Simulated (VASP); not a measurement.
Consider the following.

```
MgTe
1.0
    2.26572    -3.92433     0.00000
    2.26572     3.92433     0.00000
    0.00000     0.00000     7.36802
Mg Te
2 2
Direct
  0.66667   0.33333   0.49971
  0.33333   0.66667   0.99971
  0.66667   0.33333   0.87629
  0.33333   0.66667   0.37629
```

These are vdW-DF-cx, VASP's PBE PAW potentials (set 64) (plane waves; VASP) values and carry that method's errors. Numerical set-up: 520 eV cut-off, 6×6×3 Γ-centred mesh, Gaussian smearing of 0.050 eV, potentials Mg Te.

Unless said otherwise, spin-orbit coupling is left out, though it shifts the bands of the heavy elements here.

**Question.** Predict the energy per atom (σ→0), pressure, band gap (on the k-mesh) with the smallest direct gap where there is one.

**Answer.** 
| Property | Result |
|---|---|
| band gap (on the k-mesh) | 2.61 eV |
| smallest direct gap (on the k-mesh) | 2.61 eV |
| energy per atom (σ→0) | -155.7 kJ/mol of atoms |
| pressure | 1.12 GPa |

Only differences to runs with the same potentials and settings are physical.

The compound is MgTe in the wurtzite structure. This cell is one point of a volume scan, at 0.97 of the reference volume.
